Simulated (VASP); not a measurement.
Method: HSE06 screened hybrid, VASP's PBE PAW potentials (set 64) (plane waves; VASP).

A VASP calculation is set up with these files.

KPOINTS:
```
Automatic mesh
0
Gamma
6 6 6
0 0 0
```

### KPOINTS_OPT
```
k-points along high-symmetry lines
5
Line-mode
Reciprocal
  0.000000   0.000000   0.000000 ! GAMMA
  0.500000   0.000000   0.500000 ! X

  0.500000   0.000000   0.500000 ! X
  0.625000   0.250000   0.625000 ! U

  0.375000   0.375000   0.750000 ! K
  0.000000   0.000000   0.000000 ! GAMMA

  0.000000   0.000000   0.000000 ! GAMMA
  0.500000   0.500000   0.500000 ! L

  0.500000   0.500000   0.500000 ! L
  0.500000   0.250000   0.750000 ! W

  0.500000   0.250000   0.750000 ! W
  0.500000   0.000000   0.500000 ! X
```

INCAR:
```
# general
SYSTEM  =Si
PREC    =Accurate
ENCUT   =520
LREAL   =F
LASPH   =T
ISYM    =3

# electronic loop
EDIFF   =1E-6
NELM    =60
ALGO    =Normal

# smearing
ISMEAR  =0
SIGMA   =0.05

# functional
GGA     =PE
LHFCALC =T
AEXX    =0.25
HFSCREEN=0.2
PRECFOCK=Fast

# ions
ISIF    =2

# output
LWAVE   =F
LCHARG  =F
```

### POSCAR
```
Si
1
    0.0000000000     2.7342745148     2.7342745148
    2.7342745148     0.0000000000     2.7342745148
    2.7342745148     2.7342745148     0.0000000000
Si
2
Direct
  0.0000000000   0.0000000000   0.0000000000
  0.2500000000   0.2500000000   0.2500000000
```

POTCAR, in this order: Si (PBE.64 set). Program: vasp_std. Read from the step before: WAVECAR.

What VASP printed:

OSZICAR:
```
       N       E                     dE             d eps       ncg     rms          rms(c)
DAV:   1    -0.125615026194E+02   -0.12562E+02   -0.42008E-01   264   0.511E+00    0.347E+00
DAV:   2    -0.125639268873E+02   -0.24243E-02   -0.70314E-03   320   0.782E-01    0.225E+00
DAV:   3    -0.125634514712E+02    0.47542E-03   -0.26558E-04   328   0.119E-01    0.131E+00
DAV:   4    -0.125632563735E+02    0.19510E-03   -0.49664E-05   280   0.531E-02    0.755E-01
DAV:   5    -0.125631865737E+02    0.69800E-04   -0.19456E-05   280   0.332E-02    0.430E-01
DAV:   6    -0.125631648293E+02    0.21744E-04   -0.65930E-06   312   0.190E-02    0.245E-01
DAV:   7    -0.125631568647E+02    0.79646E-05   -0.25853E-06   272   0.119E-02    0.139E-01
DAV:   8    -0.125631548652E+02    0.19995E-05   -0.71441E-07   128   0.632E-03    0.806E-02
DAV:   9    -0.125631541862E+02    0.67898E-06   -0.36727E-07   128   0.466E-03
   1 F= -.12563154E+02 E0= -.12563154E+02  d E =-.435794E-15
       N       E                     dE             ncg
       N       E                     dE             ncg
```

OUTCAR:
```
------------------------ aborting loop because EDIFF is reached ----------------------------------------
  FORCE on cell =-STRESS in cart. coord.  units (eV):
  Direction    XX          YY          ZZ          XY          YZ          ZX
  --------------------------------------------------------------------------------------
  Total       -0.4607519     -0.4607519     -0.4607519     -0.0000000     -0.0000000      0.0000000
  in kB      -18.0559940    -18.0559940    -18.0559940     -0.0000000     -0.0000000      0.0000000
  external PRESSURE =     -18.0559940 kB  Pullay stress =       0.0000000 kB
  volume of cell :       40.88
      direct lattice vectors                 reciprocal lattice vectors
     0.000000000  2.734274515  2.734274515    -0.182863863  0.182863863  0.182863863
     2.734274515  0.000000000  2.734274515     0.182863863 -0.182863863  0.182863863
     2.734274515  2.734274515  0.000000000     0.182863863  0.182863863 -0.182863863
 POSITION                                       TOTAL-FORCE (eV/Angst)
 -----------------------------------------------------------------------------------
      0.00000      0.00000      0.00000         0.000000      0.000000      0.000000
      1.36714      1.36714      1.36714        -0.000000     -0.000000     -0.000000
 -----------------------------------------------------------------------------------
    total drift:                               -0.000000     -0.000000     -0.000000
  FREE ENERGIE OF THE ION-ELECTRON SYSTEM (eV)
  ---------------------------------------------------
  free  energy   TOTEN  =       -12.5631541862 eV

  energy  without entropy=      -12.5631541862  energy(sigma->0) =      -12.56315419

  exchange ACFDT corr.  =         0.00000000  see jH, gK, PRB 81, 115126
```
(Selected blocks of OUTCAR.)

The compound is Si in the diamond structure. It was relaxed first. The cell's shape comes from a PBE relaxation.
